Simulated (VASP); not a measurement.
An input for Quantum ESPRESSO's pw.x (written as the equivalent of a VASP run, and not itself run):

```
&CONTROL
  calculation = 'relax'
  pseudo_dir = './pseudo'
  outdir = './out'
  tprnfor = .true.
  tstress = .true.
  nstep = 30
  forc_conv_thr = 3.9e-05
/
&SYSTEM
  ibrav = 0
  nat = 4
  ntyp = 2
  ecutwfc = 80
  occupations = 'smearing'
  smearing = 'methfessel-paxton'
  degauss = 0.00735
  input_dft = 'pz'
/
&ELECTRONS
  conv_thr = 7.3e-10
  electron_maxstep = 100
/
&IONS
/
ATOMIC_SPECIES
  Y 88.906 Y.upf
  Ga 69.723 Ga.upf
CELL_PARAMETERS angstrom
     4.1669808    0.0000000    0.0000000
     0.0000000    4.1669808    0.0000000
     0.0000000   -0.0000000    4.1669808
ATOMIC_POSITIONS crystal
  Y    0.0000000  0.0000000  0.0000000
  Ga   0.0000000  0.5000000  0.5000000
  Ga   0.5000000  0.0000000  0.5000000
  Ga   0.5000000  0.5000000  0.0000000
K_POINTS automatic
  7 7 7 0 0 0
```

**Question.** Translate this input to VASP (INCAR, KPOINTS, POSCAR, choice of POTCAR).

**Answer.** Several could match; the one computed here: 
INCAR:
```
ALGO  =  Normal
EDIFF  =  1E-8
EDIFFG  =  -0.001
ENCUT  =  400
IBRION  =  1
ISIF  =  2
ISMEAR  =  1
LASPH  =  .True.
LCHARG  =  .False.
LMAXMIX  =  4
LREAL  =  .False.
LWAVE  =  .False.
NELM  =  100
NSW  =  30
PREC  =  Accurate
SIGMA  =  0.1
SYSTEM  =  YGa3
```

### POSCAR
```
YGa3
1
    4.1669808041     0.0000000000     0.0000000000
    0.0000000000     4.1669808041     0.0000000000
    0.0000000000    -0.0000000000     4.1669808041
Y Ga
1 3
Direct
  0.0000000000   0.0000000000   0.0000000000
  0.0000000000   0.5000000000   0.5000000000
  0.5000000000   0.0000000000   0.5000000000
  0.5000000000   0.5000000000   0.0000000000
```

**KPOINTS**
```
Automatic mesh
0
Gamma
7 7 7
0 0 0
```

POTCAR, in this order: Y_sv Ga_d (LDA.64 set). Program: vasp_std.

Limits of the translation: the potentials are each code's own (VASP's PAW set, PseudoDojo norm-conserving files in pw.x), so ENCUT and ecutwfc are chosen apart and not converted; conv_thr bounds pw.x's estimated SCF error, while EDIFF bounds the energy change between steps; forc_conv_thr acts on force components and is met together with etot_conv_thr.

The structure comes from a computed database's YGa3 entry (Pm-3m); how it stands against other phases isn't given here. It was relaxed first, which changed the volume by -6 %. The start is the result of an earlier pass.
